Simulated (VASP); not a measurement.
# Ga11NiP12 (a cell with a defect) in VASP: notebook, part 3 of 3

VASP 6.6.1. The steps go on from the part before.

## 6. Single point, PBEsol+U, collinear spin, ferromagnetic start

INCAR

```
SYSTEM = Ga11NiP12
  PREC = Accurate
  ENCUT = 350
  EDIFF = 1E-5
  ISMEAR = 0
  SIGMA = 0.03
  LREAL = Auto
  LASPH = .True.
  NELM = 120
  ALGO = Normal
  ISIF = 2
  LWAVE = .False.
  LCHARG = .False.
  ISPIN = 2
  MAGMOM = 3 0 0 0 0 0 0 0 0 0 0 0 0 0 0 0 0 0 0 0 0 0 0 0
  LORBIT = 11
  NUPDOWN = 3
  LMAXMIX = 4
  LDAU = .True.
  LDAUTYPE = 2
  LDAUL = 2 -1 -1
  LDAUU = 5 0 0
  LDAUJ = 0 0 0
  LDAUPRINT = 1
  GGA = PS
  ISYM = 0
```

KPOINTS

```
Automatic mesh
0
Gamma
  2 2 2
  0 0 0
```

POSCAR

```
Ga11NiP12                               
1.0
    0.0000000000      8.1757500000      8.1757500000
    5.4505000000      0.0000000000      5.4505000000
    5.4505000000      5.4505000000      0.0000000000
  Ni              Ga              P             
     1    11    12
Direct
     0.0052695171409268    0.9983607964819969    0.9961171705132540
     0.9992553952781537    0.0022752462872595    0.4998232773594458
     0.9974858768166640    0.5026548706977992    0.0010680062513833
     0.9980386110089493    0.5008677245210124    0.5006478089118719
     0.3287157268203758    0.0022047764999505    0.0017118737122485
     0.3278687631595028    0.0024412349074479    0.5047060665123780
     0.3262025100816023    0.5050963849157483    0.0020012204624759
     0.3322293438188680    0.5002838775125416    0.4999719718828576
     0.6661997818345550    0.0044663263954276    0.0020517188276582
     0.6683734580073494    0.0024089196172119    0.4921735730993539
     0.6667848819079293    0.4946517565310563    0.0006159032456120
     0.6654488497958215    0.5008970322949302    0.4989333351226449
     0.0770934124522412    0.1221029992582215    0.1199434307752343
     0.0773400580393440    0.1222482682360354    0.6416949665669865
     0.0757612532235607    0.6438579574988093    0.1217420420879540
     0.0822501270452186    0.6262221314363973    0.6250688173832450
     0.4133863401336337    0.1276370878181722    0.1271605824320783
     0.4168520919840031    0.1251781191179278    0.6246206650676864
     0.4154062674249046    0.6250870207316049    0.1246631823207622
     0.4147550494533468    0.6260619304255542    0.6256303430082000
     0.7673734735236090    0.1175527374159753    0.1150636840932693
     0.7492231234552634    0.1253786349363833    0.6248308573745911
     0.7476325885524359    0.6273065012078529    0.1235769674271782
     0.7486004990417368    0.6260396652546669    0.6244065355616454
```

Potentials or basis: VASP PAW PBE potentials, release 64 (Ni, Ga_d, P).

Launch:

```bash
> cat potpaw_PBE.64/Ni/POTCAR potpaw_PBE.64/Ga_d/POTCAR potpaw_PBE.64/P/POTCAR > POTCAR
> mpirun -np 1 vasp_std > vasp.out
```

OUTCAR:

```text
SYSTEM = Ga11NiP12
   PREC = Accurate
   ENCUT = 350
   EDIFF = 1E-5
   ISMEAR = 0
   LREAL = Auto
   LASPH = .True.
   NELM = 120
   ISIF = 2
   ISPIN = 2
   LORBIT = 11
   NUPDOWN = 3
   GGA = PS
   ISYM = 0

 ion  position               nearest neighbor table
   1  0.005  0.998  0.996-  14 2.23  15 2.23  13 2.24  21 2.25
   2  0.999  0.002  0.500-  22 2.36  16 2.37  14 2.39  13 2.39
   3  0.997  0.503  0.001-  23 2.36  16 2.37  15 2.39  13 2.40
   4  0.998  0.501  0.501-  24 2.35  16 2.37  14 2.38  15 2.39
   5  0.329  0.002  0.002-  19 2.37  18 2.37  13 2.38  17 2.38
   6  0.328  0.002  0.505-  14 2.37  18 2.37  20 2.37  17 2.38
[... 16 lines left out ...]
  23  0.748  0.627  0.124-   3 2.36  12 2.36  11 2.37   9 2.37
  24  0.749  0.626  0.624-   4 2.35  12 2.36  11 2.37  10 2.37

IMPORTANT INFORMATION: All symmetrisations will be switched off!
NOSYMM: (Re-)initialisation of all symmetry stuff for point group C_1.

----------------------------------------------------------------------------------------

                                     Primitive cell

  volume of cell :     485.7695

  direct lattice vectors                    reciprocal lattice vectors
     0.000000000  8.175750000  8.175750000    -0.061156469  0.061156469  0.061156469
     5.450500000  0.000000000  5.450500000     0.091734703 -0.091734703  0.091734703
     5.450500000  5.450500000  0.000000000     0.091734703  0.091734703 -0.091734703

  length of vectors
    11.562256533  7.708171022  7.708171022     0.105926111  0.158889167  0.158889167

  position of ions in fractional coordinates (direct lattice)
     0.005269517  0.998360796  0.996117171
     0.999255395  0.002275246  0.499823277
     0.997485877  0.502654871  0.001068006
     0.998038611  0.500867725  0.500647809
     0.328715727  0.002204776  0.001711874
     0.327868763  0.002441235  0.504706067
[... 16 lines left out ...]
     0.747632589  0.627306501  0.123576967
     0.748600499  0.626039665  0.624406536

  ion indices of the primitive-cell ions
   primitive index   ion index
                 1           1
                 2           2
                 3           3
                 4           4
                 5           5
                 6           6
[... 16 lines left out ...]
                23          23
                24          24

----------------------------------------------------------------------------------------

 KPOINTS: Automatic mesh

Automatic generation of k-mesh.
 Grid dimensions read from file:
 generate k-points for:    2    2    2

 Generating k-lattice:

  Cartesian coordinates                     Fractional coordinates (reciprocal lattice)
    -0.030578234  0.030578234  0.030578234     0.500000000  0.000000000  0.000000000
     0.045867352 -0.045867352  0.045867352     0.000000000  0.500000000  0.000000000
     0.045867352  0.045867352 -0.045867352     0.000000000  0.000000000  0.500000000

  Length of vectors
     0.052963056  0.079444583  0.079444583

[... 103 lines left out ...]
  o =  0.8029  v =  0.0000  0.0000  0.0000  0.0000  0.0000  0.0280 -0.7039  0.0015 -0.7008 -0.1122      0.0000  0.0000  0.0000  0.0000  0.0000  0.0000  0.0000  0.0000  0.0000  0.0000
  o =  0.9314  v =  0.0000  0.0000  0.0000  0.0000  0.0000  0.0601 -0.0437  0.3604 -0.1009  0.9243      0.0000  0.0000  0.0000  0.0000  0.0000  0.0000  0.0000  0.0000  0.0000  0.0000
  o =  0.9324  v =  0.0000  0.0000  0.0000  0.0000  0.0000 -0.1626 -0.0994 -0.9109  0.0330  0.3646      0.0000  0.0000  0.0000  0.0000  0.0000  0.0000  0.0000  0.0000  0.0000  0.0000
  o =  0.9406  v = -0.0116  0.0329  0.0244  0.0262  0.9987  0.0000  0.0000  0.0000  0.0000  0.0000      0.0000  0.0000  0.0000  0.0000  0.0000  0.0000  0.0000  0.0000  0.0000  0.0000
  o =  0.9413  v = -0.0709 -0.0094  0.9970  0.0129 -0.0252  0.0000  0.0000  0.0000  0.0000  0.0000      0.0000  0.0000  0.0000  0.0000  0.0000  0.0000  0.0000  0.0000  0.0000  0.0000
  o =  0.9585  v =  0.3987 -0.5577  0.0336 -0.7260  0.0413  0.0000  0.0000  0.0000  0.0000  0.0000      0.0000  0.0000  0.0000  0.0000  0.0000  0.0000  0.0000  0.0000  0.0000  0.0000
  o =  0.9593  v =  0.8155  0.5752  0.0630  0.0083 -0.0112  0.0000  0.0000  0.0000  0.0000  0.0000      0.0000  0.0000  0.0000  0.0000  0.0000  0.0000  0.0000  0.0000  0.0000  0.0000
  o =  0.9653  v = -0.4133  0.5974 -0.0151 -0.6870 -0.0061  0.0000  0.0000  0.0000  0.0000  0.0000      0.0000  0.0000  0.0000  0.0000  0.0000  0.0000  0.0000  0.0000  0.0000  0.0000

 number of electron     212.9999912 magnetization       3.0000001

 Free energy of the ion-electron system (eV)
  ---------------------------------------------------
  ext. energy  EPLUGINS =         0.00000000
  ---------------------------------------------------
  free energy    TOTEN  =      -116.26853439 eV

  energy without entropy =     -116.26679290  energy(sigma->0) =     -116.26766364

 E-fermi :   4.0726     XC(G=0):  -9.9988

 val. band max:        4.9545514022   @ k =   0.0000   0.0000   0.0000
 cond. band min:       4.0863768995   @ k =   0.0000   0.0000   0.0000
 fundamental gap:     -0.8681745027
 Fermi energy:         5.0959667315

 spin component 1

 k-point     1 :       0.0000    0.0000    0.0000
  band No.  band energies     occupation
      1     -10.2328      1.00000
      2     -10.2170      1.00000
      3     -10.2149      1.00000
      4     -10.2050      1.00000
      5     -10.1913      1.00000
      6     -10.1659      1.00000
[... 957 lines left out ...]
    117       7.6511      0.00000
    118       8.1538      0.00000
 Fermi energy:         4.0726134676

 spin component 2

 k-point     1 :       0.0000    0.0000    0.0000
  band No.  band energies     occupation
      1     -10.2249      1.00000
      2     -10.2081      1.00000
      3     -10.2061      1.00000
      4     -10.1963      1.00000
      5     -10.1838      1.00000
      6     -10.1593      1.00000
[... 957 lines left out ...]
    117       7.8049      0.00000
    118       8.2609      0.00000
 [bands above 118 left out]

------------------------ aborting loop because EDIFF is reached ----------------------------------------

  FORCE on cell =-STRESS in cart. coord.  units (eV):
  Direction    XX          YY          ZZ          XY          YZ          ZX
  --------------------------------------------------------------------------------------
  -------------------------------------------------------------------------------------
  Total       -5.5903704     -5.6664820     -5.8735118      0.4126013     -0.2981897      0.3357594
  in kB      -18.4383000    -18.6893332    -19.3721641      1.3608521     -0.9834967      1.1074101
  external PRESSURE =     -18.8332658 kB  Pullay stress =       0.0000000 kB

 VOLUME and BASIS-vectors are now :
 -----------------------------------------------------------------------------
  energy-cutoff  :      350.00
  volume of cell :      485.77
      direct lattice vectors                 reciprocal lattice vectors
     0.000000000  8.175750000  8.175750000    -0.061156469  0.061156469  0.061156469
     5.450500000  0.000000000  5.450500000     0.091734703 -0.091734703  0.091734703
     5.450500000  5.450500000  0.000000000     0.091734703  0.091734703 -0.091734703

 POSITION                                       TOTAL-FORCE (eV/Angst)
 -----------------------------------------------------------------------------------
     10.87090      5.47242      5.48465        -0.019220      0.079039      0.163730
      2.73669     10.89395      8.18206        -0.100556      0.068315      0.289811
      2.74554      8.16102     10.89492        -0.094440      0.274143      0.059170
      5.45876     10.88850     10.88969        -0.279649      0.100985      0.127208
      0.02135      2.69683      2.69951         0.166245     -0.073048     -0.084296
      2.76421      5.43147      2.69388         0.057412     -0.195412     -0.033132
[... 16 lines left out ...]
      4.09269      6.78601      9.53159         0.019791     -0.046918      0.009091
      6.81556      9.52370      9.53260         0.080869     -0.015016     -0.013252
 -----------------------------------------------------------------------------------
    total drift:                                0.007261     -0.018991     -0.008727

  FREE ENERGIE OF THE ION-ELECTRON SYSTEM (eV)
  ---------------------------------------------------
  free  energy   TOTEN  =      -116.2685343878 eV

  energy  without entropy=     -116.2667929000  energy(sigma->0) =     -116.26766364

 total charge

# of ion       s       p       d       tot
------------------------------------------
    1        0.498   0.540   8.424   9.463
    2        0.867   0.828  10.005  11.701
    3        0.867   0.829  10.005  11.700
    4        0.866   0.834  10.006  11.707
    5        0.863   0.834  10.005  11.702
    6        0.862   0.842  10.007  11.711
[... 16 lines left out ...]
   23        1.017   1.504   0.000   2.521
   24        1.017   1.505   0.000   2.522
--------------------------------------------------
tot         22.242  27.658 118.489 168.389

 magnetization (x)

# of ion       s       p       d       tot
------------------------------------------
    1        0.004   0.097   1.077   1.178
    2       -0.004   0.018   0.008   0.022
    3       -0.003   0.017   0.007   0.022
    4       -0.003   0.016   0.008   0.021
    5        0.001   0.014   0.007   0.023
    6        0.001   0.012   0.007   0.020
[... 16 lines left out ...]
   23        0.001   0.038   0.000   0.040
   24        0.001   0.042   0.000   0.043
--------------------------------------------------
tot          0.038   0.984   1.153   2.175
```

Wall time 36 min (1 thread of Intel Xeon Platinum 8259CL at 2.50GHz (Skylake/Cascade Lake), shared host); peak memory 0.76 GiB.

What came out:

| Property | Result |
| --- | --- |
| Free energy | -116.2685 eV |
| Pressure | -1.9 GPa |
| Largest force | 0.345 eV/Å |
| Net moment | 3.00 μB per cell |
| Site moments | Ni +1.18; Ga +0.02, +0.01; P +0.13, +0.12, +0.02, +0.06, +0.04, +0.09 μB |
| Valence electrons inside the program's atomic spheres | Ni 9.46; Ga 11.70, 11.71, 11.72; P 2.49, 2.50, 2.52, 2.51 |

Forces on the atoms (eV/Å):
```
Ni  -0.019  0.079  0.164
Ga  -0.101  0.068  0.290
Ga  -0.094  0.274  0.059
Ga  -0.280  0.101  0.127
Ga   0.166 -0.073 -0.084
Ga   0.057 -0.195 -0.033
Ga   0.075 -0.030 -0.174
Ga   0.058 -0.105 -0.070
Ga   0.155 -0.005  0.002
Ga   0.005 -0.144  0.036
Ga   0.010  0.041 -0.152
Ga   0.018 -0.045 -0.036
P    0.217  0.182  0.083
P   -0.179 -0.232  0.039
P   -0.154  0.102 -0.187
P    0.057 -0.049 -0.057
P   -0.100  0.075  0.088
P   -0.085  0.097  0.025
P   -0.084  0.053  0.110
P   -0.021  0.088  0.076
P    0.163 -0.212 -0.217
P    0.034 -0.007 -0.082
P    0.020 -0.047  0.009
P    0.081 -0.015 -0.013
```

Eigenvalues of the final occupation matrices:
```csv
site,spin,trace,eigenvalues
site 1 d,1,4.77,0.94 0.94 0.96 0.96 0.97
site 1 d,2,3.69,0.29 0.73 0.80 0.93 0.93
```

Caveat: the k mesh is coarse (spacing up to 0.50 Å⁻¹), so the values aren't converged; the cutoff is under 1.25 times the usual one of these potentials, so pressure, stress and relaxed cells hold a basis-set (Pulay) error; the PAW data sets were made with another functional, which shifts forces and pressure a little; the total moment is fixed, so each spin has its own Fermi level; the U is typed as a test and isn't derived for this compound. The state reached can hang on the start; a lower one may exist.

## 7. The runs side by side

```tsv
task	U	fixed moment (μB)	cell	k mesh	mesh quality	pressure (GPa)	moment (μB)	largest force (eV/Å)
relaxation of the atoms	Ni d U = 5 eV	1	atoms relaxed from: atoms moved at random, drawn with an rms of 0.05 Å	2 × 2 × 2	coarse	-2.3	1.00	0.03
single point	Ni d U = 5 eV	-	as given	2 × 2 × 2	coarse	-2.3	1.50	0.07
single point	Ni d U = 7 eV	1	as given	2 × 2 × 2	coarse	-2.1	1.00	0.39
single point	Ni d U = 5 eV	1	as given	2 × 3 × 3	not flagged	-2.5	1.00	0.14
single point	Ni d U = 5 eV	3	as given	2 × 2 × 2	coarse	-1.9	3.00	0.34
```

Alike in all rows: level PBEsol+U; potentials or basis VASP PAW PBE potentials, release 64 (Ni, Ga_d, P); spin collinear, ferromagnetic start; cutoff (eV) 350; smearing gaussian 0.03 eV.

Caveats: some runs use coarse meshes; the cutoff is under 1.25 times the usual one of these potentials, so pressure, stress and relaxed cells hold a basis-set (Pulay) error; the PAW data sets were made with another functional, which shifts forces and pressure a little; the U is typed as a test and isn't derived for this compound; the total moment is fixed, so each spin has its own Fermi level (some runs).

Total energies depend on the potentials used, so only differences within one code and one set of settings carry meaning.
